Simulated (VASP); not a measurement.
Consider the following.

```xyz
4
Lattice="4.5290 0.0000 0.0000 -2.2645 3.9223 0.0000 0.0000 0.0000 5.7565" Properties=species:S:1:pos:R:3 pbc="T T T"
Si     0.0000     2.6148     1.4391
Si     2.2645     1.3074     4.3174
Sn     2.2645     1.3074     1.4391
Sn     0.0000     2.6148     4.3174
```

Computed with LDA (Ceperley-Alder, Perdew-Zunger), VASP's LDA PAW potentials (set 64) (plane waves; VASP). Numerical set-up: 400 eV cut-off, Gaussian smearing of 0.050 eV, potentials Si Sn_d.

Unless said otherwise, spin-orbit coupling is left out, though it shifts the bands of the heavy elements here.

Question: What does the run give for the band gap (along the path) with the smallest direct gap where there is one?

Answer: 
```yaml
band gap (along the path): none (metal, semimetal or under 0.01 eV)
```

Only differences to runs with the same potentials and settings are physical.

The structure was generated: SiSn was put into the layered h-BN type type (P6_3/mmc), which need not be its known phase. It was relaxed first, which changed the volume by -38 %.
